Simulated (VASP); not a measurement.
An input for Quantum ESPRESSO's pw.x (written as the equivalent of a VASP run, and not itself run):

```
&CONTROL
  calculation = 'vc-relax'
  pseudo_dir = './pseudo'
  outdir = './out'
  tprnfor = .true.
  tstress = .true.
  nstep = 40
  forc_conv_thr = 0.00039
/
&SYSTEM
  ibrav = 0
  nat = 3
  ntyp = 2
  ecutwfc = 84
  occupations = 'smearing'
  smearing = 'methfessel-paxton'
  degauss = 0.00735
  input_dft = 'pbesol'
/
&ELECTRONS
  conv_thr = 7.3e-09
  electron_maxstep = 100
/
&IONS
/
&CELL
  press = 20
/
ATOMIC_SPECIES
  Ti 47.867 Ti.upf
  B 10.810 B.upf
CELL_PARAMETERS angstrom
     1.5061950   -2.6088064   -0.0000000
     1.5061950    2.6088064   -0.0000000
     0.0000000   -0.0000000    3.1758463
ATOMIC_POSITIONS crystal
  Ti   1.0000000  1.0000000  0.0000000
  B    0.3333330  0.6666670  0.5000000
  B    0.6666670  0.3333330  0.5000000
K_POINTS automatic
  12 12 10 0 0 0
```

Task: Write the VASP files for the same calculation (PBEsol).

Result: Several could match; the one computed here: 
POSCAR:
```
TiB2
1
    1.5061950372    -2.6088063570    -0.0000000000
    1.5061950372     2.6088063570    -0.0000000000
    0.0000000000    -0.0000000000     3.1758463287
Ti B
1 2
Direct
  1.0000000000   1.0000000000   0.0000000000
  0.3333330000   0.6666670000   0.5000000000
  0.6666670000   0.3333330000   0.5000000000
```

File KPOINTS:
```
Automatic
0
G
12 12 10
```

**INCAR**
```
! general
SYSTEM  = TiB2
PREC    = Accurate
ENCUT   = 600   ! plane-wave cut-off (eV)
LREAL   = F
LASPH   = T   ! aspherical one-centre terms

! electronic loop
EDIFF   = 1E-7   ! SCF stop (eV)
NELM    = 100   ! most electronic steps
ALGO    = Normal
LMAXMIX = 4   ! l cut-off of mixed one-centre charges

! smearing
ISMEAR  = 1   ! Methfessel-Paxton
SIGMA   = 0.1   ! width (eV)

! functional
GGA     = PS

! ions
IBRION  = 2
NSW     = 40   ! most ionic steps
ISIF    = 3   ! ions, shape and volume
EDIFFG  = -0.01
PSTRESS = 20   ! kbar

! output
LWAVE   = F
LCHARG  = F
```

POTCAR, in this order: Ti_sv B (PBE.64 set). Program: vasp_std.

Limits of the translation: the potentials are each code's own (VASP's PAW set, PseudoDojo norm-conserving files in pw.x), so ENCUT and ecutwfc are chosen apart and not converted; conv_thr bounds pw.x's estimated SCF error, while EDIFF bounds the energy change between steps; forc_conv_thr acts on force components and is met together with etot_conv_thr.

The compound is TiB2 in the AlB2 type structure. It was relaxed first under an external pressure of 2 GPa.
